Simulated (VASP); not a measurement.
All values below come from vdW-DF2, VASP's PBE PAW potentials (set 64) (plane waves; VASP).

Input for VASP

**INCAR**
```
! general
SYSTEM   = Tc
PREC     = Accurate
ENCUT    = 520
LREAL    = .FALSE.
LASPH    = .TRUE.
ICHARG   = 11

! electronic loop
EDIFF    = 1E-7
NELM     = 100
ALGO     = Normal
LMAXMIX  = 4

! smearing
ISMEAR   = 0
SIGMA    = 0.05

! functional
GGA      = ML
LUSE_VDW = .TRUE.
AGGAC    = 0.0
ZAB_VDW  = -1.8867

! output
LWAVE    = .FALSE.
LCHARG   = .FALSE.
LORBIT   = 11
```

File KPOINTS:
```
k-points along high-symmetry lines
10
Line-mode
Reciprocal
  0.000000   0.000000   0.000000 ! GAMMA
 -0.000000   0.500000   0.000000 ! M

 -0.000000   0.500000   0.000000 ! M
 -0.333333   0.666667   0.000000 ! K

 -0.333333   0.666667   0.000000 ! K
  0.000000   0.000000   0.000000 ! GAMMA

  0.000000   0.000000   0.000000 ! GAMMA
  0.000000   0.000000   0.500000 ! A

  0.000000   0.000000   0.500000 ! A
 -0.000000   0.500000   0.500000 ! L

 -0.000000   0.500000   0.500000 ! L
 -0.333333   0.666667   0.500000 ! H

 -0.333333   0.666667   0.500000 ! H
  0.000000   0.000000   0.500000 ! A

 -0.000000   0.500000   0.500000 ! L
 -0.000000   0.500000   0.000000 ! M

 -0.333333   0.666667   0.500000 ! H
 -0.333333   0.666667   0.000000 ! K
```

**POSCAR**
```
Tc
1
    1.4062276966    -2.4356582425     0.0000000000
    1.4062276966     2.4356582425    -0.0000000000
   -0.0000000000    -0.0000000000     4.5071230524
Tc
2
Direct
  0.3333330000   0.6666670000   0.2500000000
  0.6666670000   0.3333330000   0.7500000000
```

POTCAR, in this order: Tc_pv (PBE.64 set). Program: vasp_std. Read from the step before: CHGCAR.

What VASP printed:

**OSZICAR**
```
       N       E                     dE             d eps       ncg     rms          rms(c)
DAV:   1     0.319212637940E+03    0.31921E+03   -0.17014E+04  3092   0.160E+03
DAV:   2    -0.396261554654E+01   -0.32318E+03   -0.31956E+03  3401   0.451E+02
DAV:   3    -0.123266961394E+02   -0.83641E+01   -0.80490E+01  3699   0.806E+01
DAV:   4    -0.124229483573E+02   -0.96252E-01   -0.91669E-01  3336   0.823E+00
DAV:   5    -0.124239391460E+02   -0.99079E-03   -0.99038E-03  3565   0.785E-01
DAV:   6    -0.124239573801E+02   -0.18234E-04   -0.18234E-04  3509   0.871E-02
DAV:   7    -0.124239577732E+02   -0.39305E-06   -0.39314E-06  3660   0.107E-02
DAV:   8    -0.124239577865E+02   -0.13320E-07   -0.13241E-07  2203   0.152E-03
   1 F= -.12423958E+02 E0= -.12420572E+02  d E =-.677129E-02
```

**OUTCAR**
```
 val. band max:       11.5535130602   @ k =  -0.2963   0.6481   0.0000

 cond. band min:      11.5721580312   @ k =  -0.2963   0.6481   0.5000



 k-point     1 :       0.0000    0.0000    0.0000
  band No.  band energies     occupation
      1     -27.7417      2.00000
      2     -26.8893      2.00000
      3     -26.8893      2.00000
      4     -26.7425      2.00000
      5     -26.7425      2.00000
      6     -26.7142      2.00000
      7       4.8306      2.00000
      8       6.7514      2.00000
      9      10.2547      2.00000
     10      10.2547      2.00000
     11      10.3101      2.00000
     12      10.8784      2.00000
     13      10.8784      2.00000
     14      11.4891      1.94661
     15      11.4892      1.94651
     16      13.3698      0.00000
     17      13.8490      0.00000

 k-point     2 :       0.0000    0.0556    0.0000
  band No.  band energies     occupation
      1     -27.7320      2.00000
      2     -26.9109      2.00000
      3     -26.8965      2.00000
      4     -26.7651      2.00000
      5     -26.7456      2.00000
      6     -26.7183      2.00000
      7       4.9383      2.00000
      8       6.8383      2.00000
      9       9.9960      2.00000
     10      10.3436      2.00000
     11      10.5409      2.00000
     12      10.8242      2.00000
     13      10.9608      2.00000
     14      11.3735      2.00000
     15      11.4200      1.99990
     16      12.5622      0.00000
     17      13.8912      0.00000

 k-point     3 :       0.0000    0.1111    0.0000
  band No.  band energies     occupation
      1     -27.7035      2.00000
      2     -26.9736      2.00000
      3     -26.9168      2.00000
      4     -26.8296      2.00000
      5     -26.7548      2.00000
      6     -26.7307      2.00000
      7       5.2501      2.00000
      8       7.0774      2.00000
      9       9.6737      2.00000
     10      10.6062      2.00000
     11      10.6405      2.00000
     12      10.8584      2.00000
...
```

The density is held fixed in this step, so its total energy and stress have no physical meaning.

The compound is Tc in the hcp structure. It was relaxed first, which changed the volume by +8 %.
